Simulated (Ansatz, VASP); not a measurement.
# SnO2 (Cassiterite) in two plane-wave programs, part 2 of 3

Wanted: the spread between two codes on one cell, functional and k mesh. The cell is taken from a series of runs on this material, whose earlier steps may have relaxed, scaled, displaced or heated it; both programs get it as it stands.

VASP 6.6.1 and Ansatz 0.2.0.

So far: The starting structure; VASP: relaxation of cell and atoms, PBE, pair 1.

## (3) Ansatz: relaxation of cell and atoms, PBE, pair 1

Level of this step: Ansatz beside VASP: Kohn-Sham DFT, plane waves, PBE (Ansatz).

Ansatz runs on its PAW soft_1 files.

The same cell, functional and mesh now go to Ansatz, which takes its cutoff from its data sets.

Input file input.yaml:

```yaml
crystal:
  lattice:
    - [4.8275628134, 0.0, 0.0]
    - [0.0, 4.8275628134, 0.0]
    - [0.0, 0.0, 3.2379303419]
  atoms:
    - { symbol: O, position: [0.30659451, 0.30659451, 0.0] }
    - { symbol: O, position: [0.19340549, 0.80659451, 0.5] }
    - { symbol: O, position: [0.69340549, 0.69340549, 0.0] }
    - { symbol: O, position: [0.80659451, 0.19340549, 0.5] }
    - { symbol: Sn, position: [0.0, 0.0, 0.0] }
    - { symbol: Sn, position: [0.5, 0.5, 0.5] }
kpoints:
  mp_grid: { grid: [10, 10, 12] }
hamiltonian:
  xc: pbe
  pseudopotentials: { kind: paw, azcp: { folder: soft_1 } }
scf:
  occupations: { method: fixed }
output:
  forces: true
  stress: true
  eigenvalues: true
relax:
  adjacent_minimum: "off"
  f_tol: 0.001
  max_steps: 60
  cell: { stress_tol: 0.01 }
```

Command:

```sh
$ ansatz run input.yaml --threads 8 --pin off --max-ram 16384MiB --backend cpu --events-out ev --progress --plain --runs-dir out
```

Numbers of over 12 decimals in the logs are rounded to 6 here.

Log:

```text
Engine: ansatz 0.2.0, x86_64-unknown-linux-gnu
Pseudopotentials: kind: paw
Pseudopotential: O, paw, valence charge 6, recommended cutoff 420 eV (normal), soft_1/O.paw.azcp
Pseudopotential: Sn, paw, valence charge 14, recommended cutoff 420 eV (normal), soft_1/Sn.paw.azcp
Functional definition: PBE
  parameter kappa = 0.804
  parameter beta = 0.066725
  exchange = pbe_x(kappa = kappa, mu = beta*pi^2/3)
  correlation = pbe_c(beta = beta)
Crystal: 6 atoms, lattice volume = 75.461 Å³
Basis set: ecut = 420 eV, 1495 PW (Γ), exchange–correlation on 72×72×48 points (8 copies of the dense FFT grid, shifted against one another)
Bands: 32, of which v1, the nominal top of the filled ones, is band 26 counted from 1 (25 counted from 0)
Symmetry: 16 space group operations
Space group: P42/mnm (ITA 136), of the structure as read, at distance tolerance 4.2e-5 Å
k-points: 147 of 1200
Non-local potential: O, projectors of the file, l = 0: 2, l = 1: 2, l = 2: 1
Non-local potential: Sn, projectors of the file, l = 0: 2, l = 1: 2, l = 2: 2, l = 3: 1
PAW form: soft (Blöchl's): semilocal exchange-correlation on the pseudo side does not see the compensation charge
PAW one-centre angular grid: O, 110 points (default); XC on 64 Gauss nodes
PAW one-centre angular grid: Sn, 590 points (default); XC on 64 Gauss nodes
Initial density: superposition of atomic densities (chi_scale 0.1, normalization cell, long waves kept (reshape's long-wave potential 0.00 eV rms))
Initial wavefunctions: pseudopotential atomic-orbital guess
Functional: x = pbe(κ = 0.804, μ = 0.219515), c = pbe(β = 0.066725)
SCF iter   1: F=—  HF=-14318.845394 eV  |F-HF|=—  |Δ(HF+E_count)|=         —  Δρ=7.45e-2  dr2=3.25e0  ethr=3.10e-3  ⟨swp⟩=4.1  Hψ=19104  notcnv=0  defer=584
preconditioner: auto → Resta (q_TF=auto, 2.564 Å⁻¹)  ε∞=3.5  [insulator: Δε(μ)=1.136 eV  Ē_g=19.672 eV  n_scr=18 (ndim 8)  ℏωp=30.8 eV  f_vac=0.000  ε∞_Penn≈3.5]
SCF iter   2: F=—  HF=-14318.182175 eV  |F-HF|=—  |Δ(HF+E_count)|=   6.63e-1  Δρ=3.60e-2  dr2=4.90e-1  ethr=3.10e-3  ⟨swp⟩=3.0  Hψ=9987  notcnv=0  defer=588
SCF iter   3: F=—  HF=-14318.144896 eV  |F-HF|=—  |Δ(HF+E_count)|=   3.73e-2  Δρ=1.24e-2  dr2=9.51e-2  ethr=9.42e-4  ⟨swp⟩=3.0  Hψ=6851  notcnv=0  defer=588
SCF iter   4: F=—  HF=-14318.148032 eV  |F-HF|=—  |Δ(HF+E_count)|=   3.14e-3  Δρ=2.15e-3  dr2=2.70e-3  ethr=1.83e-4  ⟨swp⟩=2.7  Hψ=6676  notcnv=0  defer=588
SCF iter   5: F=—  HF=-14318.151078 eV  |F-HF|=—  |Δ(HF+E_count)|=   3.05e-3  Δρ=7.19e-4  dr2=2.63e-4  ethr=5.18e-6  ⟨swp⟩=2.0  Hψ=6564  notcnv=0  defer=588
SCF iter   6: F=—  HF=-14318.151494 eV  |F-HF|=—  |Δ(HF+E_count)|=   4.16e-4  Δρ=1.00e-4  dr2=6.35e-6  ethr=5.06e-7  ⟨swp⟩=2.0  Hψ=6933  notcnv=0  defer=588
SCF iter   7: F=—  HF=-14318.151482 eV  |F-HF|=—  |Δ(HF+E_count)|=   1.27e-5  Δρ=1.59e-5  dr2=1.80e-7  ethr=1.22e-8  ⟨swp⟩=2.0  Hψ=7136  notcnv=0  defer=259
SCF iter   8: F=-14318.151482 eV  HF=-14318.151482 eV  |F-HF|=6.92e-9  |Δ(HF+E_count)|=   1.90e-7  Δρ=2.39e-6  dr2=4.63e-9  ethr=1.92e-10  ⟨swp⟩=11.2  Hψ=25192  notcnv=0
SCF 1 converged in 8 iterations: F = -14318.151482 eV  dr2 = 4.63e-9
  greatest PAW one-centre occupation: 0.996 electrons in one spin orbital (limit 2), on the Sn atom at site 4 (counted from 0), in its partial waves of l = 2
relax step   1: F+E_penalty+E_count = -14318.15148188 eV  Δ(F+E_penalty+E_count) = +0.000e0 eV  max|allowed force component| = 2.225e-4 eV/Å  Δτ_max = 0.0000 Å  P = +0.006 GPa  Ω = 75.461 Å³  (8 SCF iters, dr2 threshold 1.00e-7 eV, accepted)
Initial density: handed on by an earlier stage of this run
Initial wavefunctions: pseudopotential atomic-orbital guess (no wavefunctions were taken with the density)
iter 1 solved again at ethr=2.60e-8 eV; its pass at ethr=3.10e-3 eV (dr2=1.35e-5 eV) is discarded
SCF iter   1: F=—  HF=-14318.151499 eV  |F-HF|=—  |Δ(HF+E_count)|=         —  Δρ=2.54e-6  dr2=4.71e-9  ethr=2.60e-8  ⟨swp⟩=4.0  Hψ=32555  notcnv=0  defer=588
preconditioner: auto → Resta (q_TF=auto, 2.564 Å⁻¹)  ε∞=3.6  [insulator: Δε(μ)=0.683 eV  Ē_g=19.257 eV  n_scr=18 (ndim 8)  ℏωp=30.8 eV  f_vac=0.035  ε∞_Penn≈3.6]
SCF iter   2: F=—  HF=-14318.151482 eV  |F-HF|=—  |Δ(HF+E_count)|=   1.73e-5  Δρ=1.62e-6  dr2=2.32e-9  ethr=9.06e-12  ⟨swp⟩=3.3  Hψ=10446  notcnv=0  defer=581
SCF iter   3: F=—  HF=-14318.151482 eV  |F-HF|=—  |Δ(HF+E_count)|=   3.62e-9  Δρ=1.19e-6  dr2=8.58e-10  ethr=4.46e-12  ⟨swp⟩=2.2  Hψ=7192  notcnv=0  defer=581
SCF iter   4: F=—  HF=-14318.151482 eV  |F-HF|=—  |Δ(HF+E_count)|=  6.37e-11  Δρ=3.64e-7  dr2=5.35e-11  ethr=1.65e-12  ⟨swp⟩=2.0  Hψ=6141  notcnv=0  defer=581
SCF iter   5: F=—  HF=-14318.151482 eV  |F-HF|=—  |Δ(HF+E_count)|=  9.09e-12  Δρ=1.77e-7  dr2=1.14e-11  ethr=1.00e-12  ⟨swp⟩=1.0  Hψ=4444  notcnv=0  defer=581
SCF iter   6: F=-14318.151482 eV  HF=-14318.151482 eV  |F-HF|=1.82e-12  |Δ(HF+E_count)|=  1.46e-11  Δρ=2.63e-8  dr2=1.93e-13  ethr=1.00e-12  ⟨swp⟩=11.6  Hψ=29216  notcnv=0
SCF 2 converged in 6 iterations: F = -14318.151482 eV  dr2 = 1.93e-13
  greatest PAW one-centre occupation: 0.996 electrons in one spin orbital (limit 2), on the Sn atom at site 5 (counted from 0), in its partial waves of l = 2
relax step   2: F+E_penalty+E_count = -14318.15148188 eV  Δ(F+E_penalty+E_count) = -8.822e-10 eV  max|allowed force component| = 2.201e-4 eV/Å  Δτ_max = 0.0000 Å  P = +0.006 GPa  Ω = 75.461 Å³  stress off target by 6.74e-3 GPa  SCF on the basis re-selected at this cell (its energy is not comparable with the rows above)  (6 SCF iters)
basis re-selected at this cell: Δ(F+E_penalty+E_count) = -8.822e-10 eV, ΔP = +0.000 GPa vs the last step (what re-selecting the basis moved, of the pressure what is left beyond the Pulay correction that the steps carried, after the strain that the cell walked since its last selection, with what the two solves' SCF thresholds leave and, on support functions, any second-order correction that the steps lacked; it is no  [...]
SCF converged after 6 iterations
Free energy (F): -14318.151482 eV
Harris-Foulkes:  -14318.151482 eV  (|F-HF|=1.82e-12)
Internal energy: -14318.151482 eV  (E = F + TS)
E sigma→0 (E₀):  -14318.151482 eV
Fermi energy:    8.777463 eV
--- Per-component energies (eV) ---
  E_band       = -152.558580
  E_kinetic    = 1013.627750
  E_local      = -3267.859813  (includes V_loc(G=0)·N_el)
  E_nonlocal   = 500.295473
  E_hartree    = 1478.606703
  E_xc         = -534.927519
  E_vxc        = -522.675951  (∫ρ·V_xc dr)
  E_paw        = -9399.335979  (= ΣΔE_a)
  E_vpaw       = -833.163228  (= ΣTr[D̂ρ^β])
  E_aug_tail   = 0.003803  (compensation charges beyond the density's cutoff)
  E_ewald      = -4108.561900
  E_smearing   = -0.000000  (= −TS)
  E_closure    = 0.000000  (closes the sum)
  Σ components = -14318.151482   (vs F -14318.151482, Δ=0.00e0)
--- Forces (eV/Å), atoms counted from 1 ---
  atom   1  O      0.00022006     0.00022006     0.00000000
  atom   2  O     -0.00022006     0.00022006     0.00000000
  atom   3  O     -0.00022006    -0.00022006     0.00000000
  atom   4  O      0.00022006    -0.00022006     0.00000000
  atom   5  Sn     0.00000000    -0.00000000     0.00000000
  atom   6  Sn     0.00000000     0.00000000     0.00000000
  max |Σ_I F_I| component: 3.47e-18 eV/Å
--- Stress (GPa, compression-positive) ---
        0.005717       0.000000       0.000000
        0.000000       0.005717       0.000000
        0.000000       0.000000       0.006744
  P = ⅓ Tr σ = 0.0061 GPa (0.061 kbar)
--- Band table (eV; the first three rows and the last of 147) ---
  k-point 0: bands = [... 22 lower, 7.5317, 8.0440, 8.0440, 8.7775, 9.4605, 14.4863, 14.8652, 14.8652, ... 2 higher]
  k-point 1: bands = [... 22 lower, 7.2689, 8.0666, 8.0666, 8.7249, 9.9856, 14.6202, 15.1557, 15.1557, ... 2 higher]
  k-point 2: bands = [... 22 lower, 6.6803, 8.0519, 8.0519, 8.5705, 11.0004, 14.9176, 15.9019, 15.9019, ... 2 higher]
  k-point 146: bands = [... 22 lower, 7.8649, 7.8649, 8.0020, 8.0020, 13.1470, 13.1470, 17.4079, 17.4079, ... 2 higher]
--- Relaxed structure (1 steps of the walk, 1 accepted, 1 SCFs on fresh bases) ---
  F+E_penalty+E_count = -14318.15148188 eV   max|allowed force component| = 2.201e-4 eV/Å   (the final SCF, on the basis selected at the relaxed cell)
  cell:  # Å, volume = 75.4611 Å³
    - [4.8275628134, 0.0, 0.0]
    - [0.0, 4.8275628134, 0.0]
    - [0.0, 0.0, 3.2379303419]
  atoms:
    - { symbol: O, position: [0.30659451, 0.30659451, 0.0] }
    - { symbol: O, position: [0.193405, 0.80659451, 0.5] }
    - { symbol: O, position: [0.69340549, 0.69340549, 0.0] }
    - { symbol: O, position: [0.80659451, 0.193405, 0.5] }
    - { symbol: Sn, position: [0.0, 0.0, 0.0] }
    - { symbol: Sn, position: [0.5, 0.5, 0.5] }
```

In the SCF lines HF is the Harris–Foulkes energy and dr2 the Hartree energy of the density residual, in eV; the loop may stop once dr2 is under the threshold and the program's other checks hold. Hψ counts applications of the Hamiltonian.

## (4) Comparison

Known differences besides the potentials themselves: fixed occupations in Ansatz, narrow Gaussian smearing in VASP; the cutoff is 420 eV in Ansatz and 600 eV in VASP; Ansatz adds a Pulay correction to the stress that steers its cell, VASP none. Total energies have different zeros and are not compared.

The two programs side by side:

| quantity | Ansatz | VASP | difference |
| --- | --- | --- | --- |
| volume (Å³) | 75.46 | 75.63 | -0.23 % |
| edge a after relaxation, in the typed setting (Å) | 4.828 | 4.830 | -0.06 % |
| edge c after relaxation, in the typed setting (Å) | 3.238 | 3.241 | -0.11 % |

## (5) VASP: relaxation of cell and atoms, PBE, pair 2

The relaxed volume is the usual yardstick between codes: in a stiff, nearly cubic crystal its relative difference is about their pressure difference at one cell divided by the bulk modulus.

Input file INCAR:

```
SYSTEM = SnO2
PREC = Accurate
ENCUT = 600
EDIFF = 1E-07
NELM = 120
ISMEAR = 0
SIGMA = 0.02
LREAL = .FALSE.
ALGO = Normal
GGA = PE
NBANDS = 32
LORBIT = 11
LWAVE = .FALSE.
LCHARG = .FALSE.
ISIF = 3
IBRION = 2
NSW = 80
EDIFFG = -0.005
LASPH = .TRUE.
GGA_COMPAT = .FALSE.
NELMIN = 4
EFERMI = MIDGAP
KPAR = 2
```

Input file POSCAR:

```
SnO2
1.0
    4.8192210000      0.0000000000      0.0000000000
    0.0000000000      4.8192210000      0.0000000000
    0.0000000000      0.0000000000      3.2426700000
O Sn
4 2
Direct
    0.3068976812      0.3068975774      0.0000000000
    0.1931023188      0.8068975774      0.5000000000
    0.6931023188      0.6931022150      0.0000000000
    0.8068976812      0.1931022150      0.5000000000
    0.0000000000      0.9999998962      0.0000000000
    0.5000000000      0.4999998962      0.5000000000
```

Input file KPOINTS:

```
Automatic mesh
0
Gamma
6 6 8
0 0 0
```

PAW data sets: O and Sn_d (PBE family, release 64).

Command:

```sh
$ mpirun -np 2 vasp_std
```

Log:

```text
[... set-up lines as in an earlier step ...]
 entering main loop
       N       E                     dE             d eps       ncg     rms          rms(c)
DAV:   1     0.688926056104E+03    0.68893E+03   -0.28350E+04  3432   0.273E+03
DAV:   2     0.688029320122E+02   -0.62012E+03   -0.59543E+03  3504   0.731E+02
DAV:   3    -0.374612682574E+02   -0.10626E+03   -0.10437E+03  3608   0.235E+02
DAV:   4    -0.432829233838E+02   -0.58217E+01   -0.57841E+01  3888   0.603E+01
[...]
DAV:  13    -0.373190969567E+02    0.44182E-05   -0.16817E-05  4504   0.560E-02    0.235E-03
DAV:  14    -0.373190973070E+02   -0.35033E-06   -0.12562E-06  4592   0.975E-03    0.114E-03
DAV:  15    -0.373190973882E+02   -0.81197E-07   -0.30963E-08  2616   0.141E-03
   1 F= -.37319097E+02 E0= -.37319097E+02  d E =-.373191E+02
[...]
2 F= -.37319138E+02 E0= -.37319138E+02  d E =-.409864E-04
[...]
3 F= -.37320030E+02 E0= -.37320030E+02  d E =-.932417E-03
[...]
4 F= -.37320176E+02 E0= -.37320176E+02  d E =-.145817E-03
[...]
5 F= -.37320188E+02 E0= -.37320188E+02  d E =-.158277E-03
[...]
reached required accuracy - stopping structural energy minimisation
```

OUTCAR, selected parts (step 5):

```text
  Total        0.0131560      0.0131560     -0.0037649      0.0000000      0.0000000      0.0000000
  in kB        0.2787625      0.2787625     -0.0797746      0.0000000      0.0000000      0.0000000
  external PRESSURE =       0.1592501 kB  Pullay stress =       0.0000000 kB

 POSITION                                       TOTAL-FORCE (eV/Angst)
 -----------------------------------------------------------------------------------
      1.48016      1.48016      0.00000         0.002162      0.002162      0.000000
      0.93443      3.89475      1.62115        -0.002162      0.002162      0.000000
      3.34902      3.34902      0.00000        -0.002162     -0.002162      0.000000
      3.89475      0.93443      1.62115         0.002162     -0.002162      0.000000
      4.82918      4.82918      0.00000        -0.000000      0.000000      0.000000
      2.41459      2.41459      1.62115        -0.000000      0.000000      0.000000
 -----------------------------------------------------------------------------------
    total drift:                                0.001097      0.001351      0.000000

  FREE ENERGIE OF THE ION-ELECTRON SYSTEM (eV)
  ---------------------------------------------------
  free  energy   TOTEN  =       -37.3201880820 eV

  energy  without entropy=      -37.3201880820  energy(sigma->0) =      -37.32018808

[... 1 part as in an earlier step ...]

[... 3 further parts left out ...]
[key lines of the parts left out:]
E-fermi :   5.8289
```

## (6) Ansatz: relaxation of cell and atoms, PBE, pair 2

The same cell, functional, mesh and smearing now go to Ansatz, which takes its cutoff from its data sets.

The cell is taken from a series of runs on this material, whose earlier steps may have relaxed, scaled, displaced or heated it; both programs get it as it stands.

Input file input.yaml:

```yaml
crystal:
  lattice:
    - [4.8192205962, 0.0, 0.0]
    - [0.0, 4.8192205962, 0.0]
    - [0.0, 0.0, 3.2426696332]
  atoms:
    - { symbol: O, position: [0.3068977099, 0.3068977099, 0.0] }
    - { symbol: O, position: [0.1931022901, 0.8068977099, 0.5] }
    - { symbol: O, position: [0.6931022901, 0.6931022901, 0.0] }
    - { symbol: O, position: [0.8068977099, 0.1931022901, 0.5] }
    - { symbol: Sn, position: [0.0, 0.0, 0.0] }
    - { symbol: Sn, position: [0.5, 0.5, 0.5] }
kpoints:
  mp_grid: { grid: [6, 6, 8] }
hamiltonian:
  xc: pbe
  pseudopotentials: { kind: paw, azcp: { folder: soft_1 } }
scf:
  occupations: { method: gaussian, width: 0.02 }
output:
  forces: true
  stress: true
  eigenvalues: true
  write_density: true
  write_potential: true
  elf: true
  volumetric_format: npy
relax:
  adjacent_minimum: "off"
  f_tol: 0.005
  max_steps: 80
  cell: { stress_tol: 0.05 }
```

Command:

```sh
$ ansatz run input.yaml --threads 8 --pin off --max-ram 16384MiB --backend cpu --events-out ev --progress --plain --runs-dir out
```

Log:

```text
[...]
Crystal: 6 atoms, lattice volume = 75.311 Å³
Basis set: ecut = 420 eV, 1463 PW (Γ), exchange–correlation on 72×72×48 points (8 copies of the dense FFT grid, shifted against one another)
Bands: 32, of which v1, the nominal top of the filled ones, is band 26 counted from 1 (25 counted from 0)
Symmetry: 16 space group operations
[...]
k-points: 50 of 288
[...]
cell:  # Å, volume = 75.4556 Å³
    - [4.827165, 0, 0.0]
    - [0, 4.827165, 0.0]
    - [0.0, 0.0, 3.238226]
  atoms:
    - { symbol: O, position: [0.306575, 0.306575, 0.0] }
    - { symbol: O, position: [0.193425, 0.806575, 0.5] }
    - { symbol: O, position: [0.693425, 0.693425, 0.0] }
    - { symbol: O, position: [0.806575, 0.193425, 0.5] }
    - { symbol: Sn, position: [0, 0, 0.0] }
    - { symbol: Sn, position: [0.5, 0.5, 0.5] }
[key lines of the parts left out:]
SCF converged after 3 iterations
Free energy (F): -14318.151330 eV
Fermi energy:    9.120094 eV
P = ⅓ Tr σ = 0.0045 GPa (0.045 kbar)
```

## (7) Comparison

Compared:

| quantity | Ansatz | VASP | difference |
| --- | --- | --- | --- |
| volume (Å³) | 75.46 | 75.61 | -0.21 % |
| edge a after relaxation, in the typed setting (Å) | 4.827 | 4.829 | -0.04 % |
| edge c after relaxation, in the typed setting (Å) | 3.238 | 3.242 | -0.13 % |

(Part 2 of 3 ends here.)

[Lines on the potential files, build, host, timing and source positions are cut from VASP's logs without a mark.]

[Logs are printed without paths, hosts, clocks, repeated set-up lines and the standing remarks that a program may print on its own settings, such as how far it seeks lower states.]

[Hosts, paths, dates, database ids (printed as entryN), source tags and the programs' standing remarks are cut or masked in the printed files.]
